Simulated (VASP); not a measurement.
All values below come from LDA (Ceperley-Alder, Perdew-Zunger), VASP's LDA PAW potentials (set 64) (plane waves; VASP).

VASP ran on this input.

File KPOINTS:
```
Automatic mesh
0
Gamma
3 3 3
0 0 0
```

**POSCAR**
```
Ni3Ge
1
    3.5303300000     0.0000000000     0.0000000000
    0.0000000000     3.5303300000     0.0000000000
    0.0000000000     0.0000000000     3.5303300000
Ni Ge
3 1
Direct
  0.4959050000   0.0085430000   0.5047990000
  0.0019730000   0.4981600000   0.4916630000
  0.5000170000   0.5001040000  -0.0018720000
  0.0021050000  -0.0068060000   0.0054110000
```

INCAR:
```
SYSTEM  =  Ni3Ge
PREC  =  Accurate; ENCUT  =  300; LREAL  =  F
LASPH  =  T
EDIFF  =  1E-6; NELM  =  100; ALGO  =  Normal
LMAXMIX  =  4
ISMEAR  =  0; SIGMA  =  0.1
ISIF  =  2
LWAVE  =  F; LCHARG  =  F
```

POTCAR, in this order: Ni Ge_d (LDA.64 set). Program: vasp_std.

Output

**OUTCAR**
```
 ion  position               nearest neighbor table
   1  0.496  0.009  0.505-   2 2.46   3 2.46   4 2.48   4 2.48   2 2.49   3 2.49   3 2.50   2 2.51
                             4 2.51   4 2.51   3 2.53   2 2.54
   2  0.002  0.498  0.492-   4 2.45   1 2.46   4 2.47   3 2.48   3 2.49   1 2.49   3 2.51   1 2.51
                             3 2.52   4 2.52   1 2.54   4 2.54
   3  0.500  0.500  0.998-   1 2.46   4 2.47   2 2.48   4 2.48   2 2.49   1 2.49   1 2.50   2 2.51
                             4 2.51   2 2.52   4 2.52   1 2.53
   4  0.002  0.993  0.005-   2 2.45   3 2.47   2 2.47   1 2.48   1 2.48   3 2.48   3 2.51   1 2.51
                             1 2.51   2 2.52   3 2.52   2 2.54
  LATTYP: Found a simple cubic cell.
 ALAT       =     3.5303300000
 Subroutine PRICEL returns:
 Original cell was already a primitive cell.
 Subroutine GETGRP returns: Found  1 space group operations
The static configuration has the point symmetry C_1 .
The dynamic configuration has the point symmetry C_1 .
 Subroutine INISYM returns: Found  1 space group operations
 Subroutine IBZKPT returns following result:
 Found     14 irreducible k-points:

 Following reciprocal coordinates:
            Coordinates               Weight
  0.000000  0.000000  0.000000      1.000000
  0.333333  0.000000  0.000000      2.000000
  0.000000  0.333333  0.000000      2.000000
  0.000000  0.000000  0.333333      2.000000
  0.333333  0.333333  0.000000      2.000000
  0.000000  0.333333  0.333333      2.000000
  0.333333  0.000000  0.333333      2.000000
 -0.333333  0.333333  0.000000      2.000000
 -0.333333  0.000000  0.333333      2.000000
  0.000000 -0.333333  0.333333      2.000000
  0.333333  0.333333  0.333333      2.000000
 -0.333333  0.333333  0.333333      2.000000
 -0.333333 -0.333333  0.333333      2.000000
  0.333333 -0.333333  0.333333      2.000000
   k-points           NKPTS =     14   k-points in BZ     NKDIM =     14   number of bands    NBANDS=     26
   number of dos      NEDOS =    301   number of ions     NIONS =      4
   total plane-waves  NPLWV =   8000
   dimension x,y,z NGX =    20 NGY =   20 NGZ =   20
   dimension x,y,z NGXF=    40 NGYF=   40 NGZF=   40
   ions per type =               3   1
   PREC   = accura    normal or accurate (medium, high low for compatibility)
   ISTART =      0    job   : 0-new  1-cont  2-samecut
   ICHARG =      2    charge: 1-file 2-atom 10-const
   ISPIN  =      1    spin polarized calculation?
   LNONCOLLINEAR =      F non collinear calculations
   LSORBIT =      F    spin-orbit coupling
   INIWAV =      1    electr: 0-lowe 1-rand  2-diag
   ENCUT  =  300.0 eV  22.05 Ry    4.70 a.u.   4.99  4.99  4.99*2*pi/ulx,y,z
   NELM   =    100;   NELMIN=  2; NELMDL= -5     # of ELM steps
   EDIFF  = 0.1E-05   stopping-criterion for ELM
   LREAL  =      F    real-space projection
   NLSPLINE    = F    spline interpolate recip. space projectors
   LMAXMIX     =    4 max onsite mixed and CHGCAR
   VOSKOWN=      0    Vosko Wilk Nusair interpolation
   EDIFFG = 0.1E-04   stopping-criterion for IOM
   NSW    =      0    number of steps for IOM
   NBLOCK =      1;   KBLOCK =      1    inner block; outer block
   IBRION =     -1    ionic relax: 0-MD 1-quasi-New 2-CG
   NFREE  =      0    steps in history (QN), initial steepest desc. (CG)
   ISIF   =      2    stress and relaxation
   ISYM   =      2    0-nonsym 1-usesym 2-fastsym
   TEIN   =    0.0    initial temperature
   TEBEG  =    0.0;   TEEND  =   0.0 temperature during run
   SMASS  =  -3.00    Nose mass-parameter (am)
   PSTRESS=    0.0 pullay stress
   NELECT =      44.0000    total number of electrons
   EFERMI =   0.00;   METHOD = LEGACY
   ISMEAR =     0;   SIGMA  =   0.10  broadening in eV -4-tet -1-fermi 0-gaus
   IALGO  =     38    algorithm
   LDIAG  =      T    sub-space diagonalisation (order eigenvalues)
   IMIX   =      4    mixing-type and parameters
     AMIX     =   0.40;   BMIX     =  1.00
     AMIX_MAG =   1.60;   BMIX_MAG =  1.00
...
```

OSZICAR:
```
       N       E                     dE             d eps       ncg     rms          rms(c)
DAV:   1     0.254098209662E+03    0.25410E+03   -0.14684E+04   752   0.267E+03
DAV:   2     0.202628245543E+01   -0.25207E+03   -0.24630E+03   728   0.492E+02
DAV:   3    -0.285520900522E+02   -0.30578E+02   -0.30039E+02   744   0.154E+02
DAV:   4    -0.293926850234E+02   -0.84059E+00   -0.83634E+00   760   0.292E+01
DAV:   5    -0.294112960443E+02   -0.18611E-01   -0.18597E-01   886   0.378E+00    0.177E+01
DAV:   6    -0.287430494521E+02    0.66825E+00   -0.44088E+01   850   0.840E+01    0.140E+01
DAV:   7    -0.263268914525E+02    0.24162E+01   -0.14265E+01   760   0.475E+01    0.371E+00
DAV:   8    -0.262691241078E+02    0.57767E-01   -0.52368E-01   850   0.728E+00    0.167E+00
DAV:   9    -0.262612705743E+02    0.78535E-02   -0.12711E-01   894   0.731E+00    0.121E+00
DAV:  10    -0.262497547191E+02    0.11516E-01   -0.23551E-02   960   0.321E+00    0.414E-01
DAV:  11    -0.262482923708E+02    0.14623E-02   -0.75387E-03  1112   0.151E+00    0.365E-01
DAV:  12    -0.262473892530E+02    0.90312E-03   -0.32906E-03   984   0.125E+00    0.772E-02
DAV:  13    -0.262473673780E+02    0.21875E-04   -0.27445E-04   812   0.231E-01    0.316E-02
DAV:  14    -0.262473687838E+02   -0.14058E-05   -0.22873E-05   820   0.718E-02    0.782E-03
DAV:  15    -0.262473687932E+02   -0.94342E-08   -0.20157E-06   514   0.231E-02
   1 F= -.26247369E+02 E0= -.26240298E+02  d E =-.141421E-01
```

**OUTCAR**
```
------------------------ aborting loop because EDIFF is reached ----------------------------------------
  FORCE on cell =-STRESS in cart. coord.  units (eV):
  Direction    XX          YY          ZZ          XY          YZ          ZX
  --------------------------------------------------------------------------------------
  Total       -1.8520757     -1.8104801     -1.8519824     -0.0233543     -0.0062452     -0.0000538
  in kB      -67.4409077    -65.9262568    -67.4375101     -0.8504174     -0.2274102     -0.0019606
  external PRESSURE =     -66.9348915 kB  Pullay stress =       0.0000000 kB
  volume of cell :       44.00
      direct lattice vectors                 reciprocal lattice vectors
     3.530330000  0.000000000  0.000000000     0.283259639  0.000000000  0.000000000
     0.000000000  3.530330000  0.000000000     0.000000000  0.283259639  0.000000000
     0.000000000  0.000000000  3.530330000     0.000000000  0.000000000  0.283259639
 POSITION                                       TOTAL-FORCE (eV/Angst)
 -----------------------------------------------------------------------------------
      1.75071      0.03016      1.78211         0.182902     -0.272055     -0.109437
      0.00697      1.75867      1.73573        -0.139459      0.116375      0.284758
      1.76523      1.76553      3.52372         0.059383      0.059862     -0.020799
      0.00743      3.50630      0.01910        -0.102826      0.095817     -0.154521
 -----------------------------------------------------------------------------------
    total drift:                               -0.000848      0.001659     -0.002531
  FREE ENERGIE OF THE ION-ELECTRON SYSTEM (eV)
  ---------------------------------------------------
  free  energy   TOTEN  =       -26.2473687932 eV

  energy  without entropy=      -26.2332266787  energy(sigma->0) =      -26.24029774
```
(Selected blocks of OUTCAR.)

At this cut-off the stress carries a Pulay error, which pulls relaxed volumes low.

The structure comes from a computed database's Ni3Ge entry; how it stands against other phases isn't given here. The cell was not relaxed at this level, atoms are displaced from their ideal sites. The k-mesh is coarse (spacing up to 0.59 per Å, 2π included), so the numbers may not be converged in it. The run is one of a series of settings (KPOINTS 3×3×3 Γ-centred mesh against the base run), some of them coarse on purpose. The run is not spin-polarised, so no magnetic state was tried.
